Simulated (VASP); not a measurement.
Consider the following.

```
BaHfO3
1.0
    4.17612     0.00000     0.00000
    0.00000     4.17612     0.00000
    0.00000     0.00000     4.17612
Ba Hf O
1 1 3
Direct
  0.00000   0.00000   0.00000
  0.50000   0.50000   0.50000
  0.50000   0.00000   0.50000
  0.00000   0.50000   0.50000
  0.50000   0.50000   0.00000
```

Level of theory: optB86b-vdW, VASP's PBE PAW potentials (set 64) (plane waves; VASP). Settings: 520 eV cut-off, Gaussian smearing of 0.050 eV, potentials Ba_sv Hf_pv O.

Unless said otherwise, spin-orbit coupling is left out, though it shifts the bands of the heavy elements here.

### Question
What does the run give for the band gap (along the path) with the smallest direct gap where there is one?

### Answer

```json
{
  "band gap (along the path)": "3.58 eV",
  "smallest direct gap (along the path)": "3.80 eV"
}
```

The absolute energy has meaning only against runs of the same code, potentials and settings.

The compound is BaHfO3 in the cubic perovskite structure. It was relaxed first.
